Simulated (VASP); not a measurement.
# CdIr (P6/mmm) in VASP: a series of runs

The runs below take CdIr through equation of state, with r2SCAN.

Program: VASP 6.6.1. These are calculated values, not measurements. Logs are shortened: lines on timing, memory, paths and dates and some standing lists are left out, and cuts for length are marked.

## (1) Starting point

It takes space group P6/mmm (No. 191, hexagonal). The conventional cell has a = 3.285 Å, b = 3.285 Å, c = 4.448 Å, α = 90.00°, β = 90.00°, γ = 120.00°. Cd (site symmetry 6/mmm) has 2 Ir at 2.22 Å as nearest neighbours. Around Ir (site symmetry 6/mmm) lie 2 Cd at 2.22 Å.

The cell was built by a generator and needn't be a form met in nature.

## (2) Equation of state, r2SCAN, 19.54 Å³/atom (volume scaled by 0.94)

INCAR

```
PREC = Accurate
ENCUT = 520
EDIFF = 1E-7
ISMEAR = -1
SIGMA = 0.05
LREAL = F
LASPH = T
NELM = 100
ALGO = Normal
ISIF = 2
LWAVE = F
LCHARG = F
METAGGA = R2SCAN
LMIXTAU = T
```

KPOINTS

```
regular mesh
0
Gamma
  9 9 6
```

POSCAR

```
CdIr
1.0
    3.2183123650      0.0000000000      0.0000000000
   -1.6091561874      2.7871402707      0.0000000000
    0.0000000000      0.0000000000      4.3570390354
Cd Ir
1 1
Direct
    0.0000000000      0.0000000000      0.0000000000
    0.0000000000      0.0000000000      0.5000000000
```

Potentials or basis: VASP PAW PBE potentials, release 64 (Cd, Ir).

Started as:

```sh
> cat potpaw_PBE.64/Cd/POTCAR potpaw_PBE.64/Ir/POTCAR > POTCAR
> mpirun -np 1 vasp_std > vasp.out
```

OUTCAR:

```text
PREC = Accurate
   ENCUT = 520
   EDIFF = 1E-7
   ISMEAR = -1
   LREAL = F
   LASPH = T
   NELM = 100
   ISIF = 2
   METAGGA = R2SCAN

 Found     48 irreducible k-points:

 Following reciprocal coordinates:
            Coordinates               Weight
  0.000000  0.000000  0.000000      1.000000
  0.111111  0.000000  0.000000      6.000000
  0.222222  0.000000  0.000000      6.000000
  0.333333  0.000000  0.000000      6.000000
  0.444444  0.000000  0.000000      6.000000
  0.111111  0.111111  0.000000      6.000000
   k-points           NKPTS =     48   k-points in BZ     NKDIM =     48   number of bands    NBANDS=     14
   number of dos      NEDOS =    301   number of ions     NIONS =      2
   total plane-waves  NPLWV =  18432
   dimension x,y,z NGX =    24 NGY =   24 NGZ =   32
   dimension x,y,z NGXF=    48 NGYF=   48 NGZF=   64
   ions per type =               1   1
   NGX,Y,Z   is equivalent  to a cutoff of  12.40, 12.40, 12.21 a.u.
   NGXF,Y,Z  is equivalent  to a cutoff of  24.79, 24.79, 24.42 a.u.
 SYSTEM =  unknown system
   PREC   = accura    normal or accurate (medium, high low for compatibility)
   ISTART =      0    job   : 0-new  1-cont  2-samecut
   ICHARG =      2    charge: 1-file 2-atom 10-const
   ISPIN  =      1    spin polarized calculation?
   LNONCOLLINEAR =      F non collinear calculations
   LSORBIT =      F    spin-orbit coupling
   LASPH  =      T    aspherical Exc in radial PAW
   ENCUT  =  520.0 eV  38.22 Ry    6.18 a.u.   5.98  5.98  8.10*2*pi/ulx,y,z
   NELM   =    100;   NELMIN=  2; NELMDL= -5     # of ELM steps
   EDIFF  = 0.1E-06   stopping-criterion for ELM
   LREAL  =      F    real-space projection
   EDIFFG = 0.1E-05   stopping-criterion for IOM
   NSW    =      0    number of steps for IOM
   IBRION =     -1    ionic relax: 0-MD 1-quasi-New 2-CG
   NFREE  =      0    steps in history (QN), initial steepest desc. (CG)
   ISIF   =      2    stress and relaxation
   ISYM   =      2    0-nonsym 1-usesym 2-fastsym
   POTIM  = 0.5000    time-step for ionic-motion
   TEBEG  =    0.0;   TEEND  =   0.0 temperature during run
   PSTRESS=    0.0 pullay stress
   NELECT =      21.0000    total number of electrons
   NUPDOWN=      -1.0000    fix difference up-down
   EMIN   =  10.00;   EMAX   =-10.00  energy-range for DOS
   EFERMI =   0.00;   METHOD = LEGACY
   ISMEAR =    -1;   SIGMA  =   0.05  broadening in eV -4-tet -1-fermi 0-gaus
   EFERMI_NEDOS =   21; number of points for ismear=-14 and -15
   IALGO  =     38    algorithm
   IMIX   =      4    mixing-type and parameters
     AMIX     =   0.40;   BMIX     =  1.00
     AMIX_MAG =   1.60;   BMIX_MAG =  1.00
  volume/ion in A,a.u.               =      19.54       131.87
  Fermi-wavevector in a.u.,A,eV,Ry     =   1.330930  2.515092 24.101003  1.771374
  Thomas-Fermi vector in A             =   2.459979
   LORBIT       =      0    0 simple, 1 ext, 2 COOP (PROOUT), +10 PAW based schemes
   METAGGA = R2SCAN    functional components
   LHFCALC =     F    Hartree Fock is set to
   AEXX    =    0.0000 exact exchange contribution
   IVDW    =     0    specifies the selected vdW correction
   LEPSILON=     F    determine dielectric tensor
   LRPA    =     F    only Hartree local field effects (RPA)
 non-spin polarized calculation
  energy-cutoff  :      520.00
  volume of cell :       39.08
 maximum number of plane-waves:      1068
 NGX is ok and might be reduce to    24
   NGX = 11   NGY = 11   NGZ = 17

 number of electron      21.0000001 magnetization

 Free energy of the ion-electron system (eV)
  ---------------------------------------------------
  ext. energy  EPLUGINS =         0.00000000
  ---------------------------------------------------
  free energy    TOTEN  =       -66.98481432 eV

  energy without entropy =      -66.96444316  energy(sigma->0) =      -66.97462874

 E-fermi :   3.8559     XC(G=0): -12.4314

 val. band max:        3.8505712311   @ k =   0.4444   0.1111   0.5000
 cond. band min:       3.8679986130   @ k =   0.3333   0.0000   0.5000
 fundamental gap:      0.0174273818
 Fermi energy:         3.8559162840

 k-point     1 :       0.0000    0.0000    0.0000
  band No.  band energies     occupation
      1      -7.4657      2.00000
      2      -5.6062      2.00000
      3      -5.6062      2.00000
      4      -5.1056      2.00000
      5      -5.1056      2.00000
      6      -4.2611      2.00000
      7       0.5657      2.00000
      8       2.4803      2.00000
      9       2.4803      2.00000
     10       3.9256      0.39781
     11       3.9256      0.39781
     12       5.2934      0.00000
     13      11.3877      0.00000
     14      16.4411      0.00000

 k-point     2 :       0.1111    0.0000    0.0000
  band No.  band energies     occupation
      1      -7.4515      2.00000
      2      -5.6884      2.00000
      3      -5.6217      2.00000
      4      -5.1387      2.00000
      5      -5.0336      2.00000
      6      -3.9566      2.00000
      7       0.8168      2.00000
      8       2.3537      2.00000
      9       2.6721      2.00000
     10       3.5836      1.99141
     11       3.8931      0.64400
     12       5.9445      0.00000
     13      11.1836      0.00000
     14      14.7982      0.00000
[... 37 lines left out ...]
      1      -7.3527      2.00000
      2      -6.2302      2.00000
      3      -5.7339      2.00000
      4      -5.4494      2.00000
      5      -4.4735      2.00000
      6      -0.0540      2.00000
      7       1.4133      2.00000
      8       2.6772      2.00000
      9       2.7750      2.00000
     10       3.6702      1.95241
     11       4.4439      0.00002
     12       6.4304      0.00000
     13       9.7721      0.00000
     14      10.6809      0.00000

 k-point     6 :       0.1111    0.1111    0.0000
  band No.  band energies     occupation
      1      -7.4268      2.00000
      2      -5.8215      2.00000
      3      -5.6561      2.00000
      4      -5.1750      2.00000
      5      -4.9420      2.00000
      6      -3.3402      2.00000
      7       1.2653      2.00000
      8       2.1326      2.00000
      9       3.0845      2.00000
     10       3.2559      1.99999
     11       3.8192      1.35107
     12       6.8726      0.00000
     13      10.6271      0.00000
     14      13.3975      0.00000

 [... further k-points ...]
[... 5 lines left out ...]
  --------------------------------------------------------------------------------------
  -------------------------------------------------------------------------------------
  Total       -5.5675352     -5.5675352     40.5825642      0.0000000      0.0000000      0.0000000
  in kB     -228.2417452   -228.2417461   1663.6868962      0.0000004      0.0000000      0.0000000
  external PRESSURE =     402.4011349 kB  Pullay stress =       0.0000000 kB

 VOLUME and BASIS-vectors are now :
 -----------------------------------------------------------------------------
  energy-cutoff  :      520.00
  volume of cell :       39.08
      direct lattice vectors                 reciprocal lattice vectors
     3.218312365  0.000000000  0.000000000     0.310721859  0.179395349  0.000000000
    -1.609156187  2.787140271  0.000000000     0.000000000  0.358790697  0.000000000
     0.000000000  0.000000000  4.357039035     0.000000000  0.000000000  0.229513666

 POSITION                                       TOTAL-FORCE (eV/Angst)
 -----------------------------------------------------------------------------------
      0.00000      0.00000      0.00000        -0.000000      0.000000      0.000000
      0.00000      0.00000      2.17852         0.000000      0.000000      0.000000
 -----------------------------------------------------------------------------------
    total drift:                                0.000000      0.000000      0.000000

  FREE ENERGIE OF THE ION-ELECTRON SYSTEM (eV)
  ---------------------------------------------------
  free  energy   TOTEN  =       -66.9848143168 eV

  energy  without entropy=      -66.9644431594  energy(sigma->0) =      -66.97462874
```

Run time: 54 s. Hardware: 1 thread of Intel Xeon Platinum 8559C (Emerald Rapids), shared host; peak memory 0.17 GiB.

What came out:

```
Free energy            : -66.9848 eV
Pressure               : 40.2 GPa
Band gap on the k mesh : none (metal or under the smearing width)
```

Caveat: the PAW data sets were made with another functional, which shifts forces and pressure a little.

## (3) Equation of state, r2SCAN, 19.96 Å³/atom (volume scaled by 0.96)

INCAR

```
SYSTEM = CdIr
ALGO = Normal ; EDIFF = 1E-6
ENCUT = 520 ; ISIF = 2
ISMEAR = -1 ; LASPH = .True.
LCHARG = .False. ; LMIXTAU = .True.
LREAL = .False. ; LWAVE = .False.
METAGGA = R2SCAN ; NELM = 80
PREC = Accurate ; SIGMA = 0.05
```

KPOINTS

```
k-points
0
Gamma
  9 9 6
  0 0 0
```

POSCAR

```
CdIr
1.0
    3.2409772833      0.0000000000      0.0000000000
   -1.6204886466      2.8067686658      0.0000000000
    0.0000000000      0.0000000000      4.3877234198
Cd Ir
1 1
Direct
    0.0000000000      0.0000000000      0.0000000000
    0.0000000000      0.0000000000      0.5000000000
```

Potentials or basis: VASP PAW PBE potentials, release 64 (Cd, Ir).

Started as:

```sh
> cat potpaw_PBE.64/Cd/POTCAR potpaw_PBE.64/Ir/POTCAR > POTCAR
> mpirun -np 1 vasp_std > vasp.out
```

Wall time 62 s (1 thread of Intel Xeon Platinum 8559C (Emerald Rapids), shared host); peak memory 0.18 GiB.

Results (log left out):

```yaml
Free_energy: -67.1809 eV
Pressure: 35.4 GPa
Band_gap_on_the_k_mesh: none (metal or under the smearing width)
```

Caveat: the PAW data sets were made with another functional, which shifts forces and pressure a little.

## (4) Equation of state, r2SCAN, 20.37 Å³/atom (volume scaled by 0.98)

INCAR

```
SYSTEM = CdIr
ALGO = Normal
EDIFF = 1E-7
ENCUT = 520
ISIF = 2
ISMEAR = -1
LASPH = .TRUE.
LCHARG = .FALSE.
LMIXTAU = .TRUE.
LREAL = .FALSE.
LWAVE = .FALSE.
METAGGA = R2SCAN
NELM = 60
PREC = Accurate
SIGMA = 0.05
```

KPOINTS

```
k-points
0
G
  9 9 6
  0 0 0
```

POSCAR

```
CdIr
1.0
    3.2633295571      0.0000000000      0.0000000000
   -1.6316647835      2.8261263027      0.0000000000
    0.0000000000      0.0000000000      4.4179845376
Cd Ir
1 1
Direct
    0.0000000000      0.0000000000      0.0000000000
    0.0000000000      0.0000000000      0.5000000000
```

Started as:

```sh
> cat potpaw_PBE.64/Cd/POTCAR potpaw_PBE.64/Ir/POTCAR > POTCAR
> mpirun -np 1 vasp_std > vasp.out
```

It took 65 s on 1 thread of Intel Xeon Platinum 8559C (Emerald Rapids), shared host; peak memory 0.18 GiB.

It converged, with:

* Free energy: -67.3529 eV
* Pressure: 31.0 GPa
* Band gap on the k mesh: none (metal or under the smearing width)

Caveat: the PAW data sets were made with another functional, which shifts forces and pressure a little.

## (5) Equation of state, r2SCAN, 21.20 Å³/atom (volume scaled by 1.02)

INCAR

```
SYSTEM = CdIr
PREC = Accurate ; ENCUT = 520
EDIFF = 1E-6 ; ISMEAR = -1
SIGMA = 0.05 ; LREAL = .FALSE.
LASPH = .TRUE. ; NELM = 100
ALGO = Normal ; ISIF = 2
LWAVE = .FALSE. ; LCHARG = .FALSE.
METAGGA = R2SCAN ; LMIXTAU = .TRUE.
```

KPOINTS

```
regular mesh
0
G
  9 9 6
  0 0 0
```

POSCAR

```
CdIr
1.0
    3.3071378659      0.0000000000      0.0000000000
   -1.6535689380      2.8640654111      0.0000000000
    0.0000000000      0.0000000000      4.4772934206
Cd Ir
1 1
Direct
    0.0000000000      0.0000000000      0.0000000000
    0.0000000000      0.0000000000      0.5000000000
```

Started as:

```sh
> cat potpaw_PBE.64/Cd/POTCAR potpaw_PBE.64/Ir/POTCAR > POTCAR
> mpirun -np 1 vasp_std > vasp.out
```

Wall time 1.8 min (1 thread of Intel Xeon Platinum 8559C (Emerald Rapids), shared host); peak memory 0.19 GiB.

It converged, with:

| Property | Result |
| --- | --- |
| Free energy | -67.6338 eV |
| Pressure | 23.4 GPa |
| Band gap on the k mesh | none (metal or under the smearing width) |

Caveat: the PAW data sets were made with another functional, which shifts forces and pressure a little.

## (6) Equation of state, r2SCAN, 21.62 Å³/atom (volume scaled by 1.04)

INCAR

```
  PREC = Accurate
  ENCUT = 520
  EDIFF = 1E-6
  ISMEAR = -1
  SIGMA = 0.05
  LREAL = F
  LASPH = T
  NELM = 60
  ALGO = Normal
  ISIF = 2
  LWAVE = F
  LCHARG = F
  METAGGA = R2SCAN
  LMIXTAU = T
```

KPOINTS

```
regular mesh
0
Gamma
  9 9 6
```

POSCAR

```
CdIr
1.0
    3.3286133888      0.0000000000      0.0000000000
   -1.6643066995      2.8826637596      0.0000000000
    0.0000000000      0.0000000000      4.5063675691
Cd Ir
1 1
Direct
    0.0000000000      0.0000000000      0.0000000000
    0.0000000000      0.0000000000      0.5000000000
```

Potentials or basis: VASP PAW PBE potentials, release 64 (Cd, Ir).

Started as:

```sh
> cat potpaw_PBE.64/Cd/POTCAR potpaw_PBE.64/Ir/POTCAR > POTCAR
> mpirun -np 1 vasp_std > vasp.out
```

It took 1.9 min on 1 thread of Intel Xeon Platinum 8559C (Emerald Rapids), shared host; peak memory 0.2 GiB.

It converged, with:

* Free energy: -67.7467 eV
* Pressure: 20.1 GPa
* Band gap on the k mesh: none (metal or under the smearing width)

Caveat: the PAW data sets were made with another functional, which shifts forces and pressure a little.

## (7) Equation of state, r2SCAN, 22.04 Å³/atom (volume scaled by 1.06)

INCAR

```
SYSTEM = CdIr
ALGO     = Normal         ! electronic algorithm
EDIFF    = 1E-6           ! SCF threshold, eV
ENCUT    = 520            ! plane-wave cutoff, eV
ISIF     = 2              ! what is computed and relaxed
ISMEAR   = -1             ! smearing method
LASPH    = .True.         ! aspherical terms in the spheres
LCHARG   = .False.        ! write CHGCAR
LMIXTAU  = .True.       
LREAL    = .False.        ! projectors in reciprocal space
LWAVE    = .False.        ! write WAVECAR
METAGGA  = R2SCAN         ! meta-GGA
NELM     = 100            ! most SCF steps
PREC     = Accurate       ! precision mode
SIGMA    = 0.05           ! smearing width, eV
```

KPOINTS

```
k-points
0
Gamma
  9 9 6
  0 0 0
```

POSCAR

```
CdIr
1.0
    3.3498153196      0.0000000000      0.0000000000
   -1.6749076649      2.9010251703      0.0000000000
    0.0000000000      0.0000000000      4.5350713212
Cd Ir
1 1
Direct
    0.0000000000      0.0000000000      0.0000000000
    0.0000000000      0.0000000000      0.5000000000
```

Started as:

```sh
> cat potpaw_PBE.64/Cd/POTCAR potpaw_PBE.64/Ir/POTCAR > POTCAR
> mpirun -np 1 vasp_std > vasp.out
```

Wall time 98 s (1 thread of Intel Xeon Platinum 8559C (Emerald Rapids), shared host); peak memory 0.19 GiB.

The run converged. Its results:

| Item | Value |
| --- | --- |
| Free energy | -67.8435 eV |
| Pressure | 17.2 GPa |
| Band gap on the k mesh | none (metal or under the smearing width) |

Caveat: the PAW data sets were made with another functional, which shifts forces and pressure a little.

## (8) Equation of state, r2SCAN

Potentials or basis: VASP PAW PBE potentials, release 64 (Cd, Ir).

This step only gathers the single runs of the series.

What came out:

| Quantity | Value |
| --- | --- |
| Equilibrium volume | outside the volumes run |

Energy against volume, from the lowest point:
```csv
volume (Å³/atom),energy (meV/atom)
19.541,429.08
19.957,331.12
20.373,245.15
20.788,170.06
21.204,104.79
21.620,48.41
22.036,0.00
```

Caveat: the PAW data sets were made with another functional, which shifts forces and pressure a little.
